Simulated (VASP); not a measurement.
The cell holds one AlP (zinc blende) (110) slab, with vacuum along c, ions free to move until forces fall under 0.03 eV/Å, no reconstruction beyond this cell, dipole correction on. Ionisation potential and electron affinity count from the cell's own band edges, surface states included.

Input:

```
AlP
1.0
    5.47115     0.00000     0.00000
    0.00000     3.86869     0.00000
    0.00000     0.00000    26.63672
Al P
6 6
Direct
  0.94142   0.00000   0.66427
  0.51956   0.50000   0.61284
  0.01643   0.00000   0.53479
  0.51643   0.50000   0.46521
  0.01956   0.00000   0.38716
  0.44142   0.50000   0.33573
  0.26892   0.00000   0.60801
  0.73999   0.50000   0.68908
  0.26367   0.00000   0.46201
  0.76367   0.50000   0.53799
  0.23999   0.00000   0.31092
  0.76892   0.50000   0.39199
```

Computed with PBEsol GGA, VASP's PBE PAW potentials (set 64) (plane waves; VASP 6.6.1). Numerical set-up: 400 eV cut-off, 4×5×1 Γ-centred mesh, Gaussian smearing of 0.050 eV, potentials Al P.

Slab and bulk use different k-meshes, so the surface energy is good to a few per cent at best.

| Item | Value |
|---|---|
| surface energy | 1.00 J/m² |
| ionisation potential | 5.71 eV |
| electron affinity | 4.45 eV |

The cell is a thin slab with vacuum, built from AlP (zinc blende): (110) face.
